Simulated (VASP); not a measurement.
OSZICAR of a VASP run on MgH2 (rutile):

### OSZICAR
```
       N       E                     dE             d eps       ncg     rms          rms(c)
DAV:   1    -0.652645095092E+01   -0.65265E+01   -0.28999E+03   384   0.639E+02
DAV:   2    -0.247516861388E+02   -0.18225E+02   -0.17685E+02   528   0.792E+01
DAV:   3    -0.253322127529E+02   -0.58053E+00   -0.58053E+00   488   0.195E+01
DAV:   4    -0.253333095634E+02   -0.10968E-02   -0.10968E-02   576   0.882E-01
DAV:   5    -0.253333147592E+02   -0.51958E-05   -0.51959E-05   488   0.458E-02    0.650E+00
DAV:   6    -0.238346381767E+02    0.14987E+01   -0.49358E-01   384   0.554E+00    0.358E+00
DAV:   7    -0.238256610430E+02    0.89771E-02   -0.78011E-01   432   0.780E+00    0.494E-01
DAV:   8    -0.239778559401E+02   -0.15219E+00   -0.39139E-01   384   0.514E+00    0.470E-01
DAV:   9    -0.236977702480E+02    0.28009E+00   -0.35878E-01   384   0.486E+00    0.204E-01
DAV:  10    -0.237105896507E+02   -0.12819E-01   -0.18528E-02   400   0.202E+00    0.678E-02
DAV:  11    -0.237107360682E+02   -0.14642E-03   -0.56989E-04   424   0.302E-01    0.511E-02
DAV:  12    -0.237123895297E+02   -0.16535E-02   -0.17555E-03   384   0.665E-01    0.311E-02
DAV:  13    -0.237102100320E+02    0.21795E-02   -0.57360E-04   416   0.246E-01    0.275E-03
DAV:  14    -0.237102191109E+02   -0.90789E-05   -0.13003E-05   528   0.528E-02    0.257E-03
DAV:  15    -0.237102002934E+02    0.18817E-04   -0.59096E-06   408   0.337E-02    0.278E-03
DAV:  16    -0.237102064708E+02   -0.61774E-05   -0.62574E-06   416   0.297E-02    0.107E-03
DAV:  17    -0.237102041390E+02    0.23318E-05   -0.53149E-07   464   0.732E-03    0.557E-04
DAV:  18    -0.237102040578E+02    0.81163E-07   -0.92504E-08   448   0.464E-03    0.400E-04
DAV:  19    -0.237102040770E+02   -0.19150E-07   -0.52851E-08   424   0.303E-03    0.986E-05
DAV:  20    -0.237102040819E+02   -0.49246E-08   -0.61228E-09   296   0.990E-04
   1 F= -.23710204E+02 E0= -.23710204E+02  d E =-.237102E+02
       N       E                     dE             d eps       ncg     rms          rms(c)
DAV:   1    -0.237102176635E+02   -0.13587E-04   -0.30309E-04   384   0.164E-01    0.495E-03
DAV:   2    -0.237102175548E+02    0.10868E-06   -0.22490E-06   424   0.146E-02    0.298E-03
DAV:   3    -0.237102182041E+02   -0.64927E-06   -0.11607E-06   384   0.119E-02    0.162E-04
DAV:   4    -0.237102173345E+02    0.86954E-06   -0.32223E-07   384   0.737E-03    0.145E-04
DAV:   5    -0.237102172832E+02    0.51394E-07   -0.96327E-08   400   0.364E-03    0.134E-04
DAV:   6    -0.237102171455E+02    0.13761E-06   -0.29706E-08   400   0.190E-03    0.359E-05
DAV:   7    -0.237102171392E+02    0.63246E-08   -0.15658E-09   200   0.454E-04
   2 F= -.23710217E+02 E0= -.23710217E+02  d E =-.130573E-04
       N       E                     dE             d eps       ncg     rms          rms(c)
DAV:   1    -0.237102302342E+02   -0.13089E-04   -0.12830E-03   384   0.337E-01    0.102E-02
DAV:   2    -0.237102297235E+02    0.51075E-06   -0.94835E-06   424   0.301E-02    0.614E-03
DAV:   3    -0.237102324879E+02   -0.27644E-05   -0.49472E-06   384   0.245E-02    0.341E-04
DAV:   4    -0.237102288029E+02    0.36851E-05   -0.14061E-06   384   0.154E-02    0.309E-04
DAV:   5    -0.237102285581E+02    0.24476E-06   -0.43454E-07   400   0.769E-03    0.280E-04
DAV:   6    -0.237102279688E+02    0.58928E-06   -0.12853E-07   400   0.392E-03    0.717E-05
DAV:   7    -0.237102279532E+02    0.15599E-07   -0.68409E-09   328   0.930E-04    0.194E-05
DAV:   8    -0.237102279507E+02    0.25043E-08   -0.10093E-09   192   0.409E-04
   3 F= -.23710228E+02 E0= -.23710228E+02  d E =-.108115E-04
```

Task: Which electronic solver shows in the log?

Result: It is blocked Davidson (ALGO = Normal, or the opening steps of other solvers). The INCAR had ALGO = Normal.

Task: Can the final energy be trusted as converged?

Result: The run converged. It stopped with EDIFF = 1E-8, NELM = 100, NSW = 30 and EDIFFG = -0.001 after 3 ionic steps (r2SCAN meta-GGA, plane waves, VASP's PBE PAW potentials (set 64)).

The compound is MgH2 in the rutile structure. This run relaxes the ions in a fixed cell. Symmetry was kept, so distortions that lower it aren't found. The start is the result of an earlier pass.
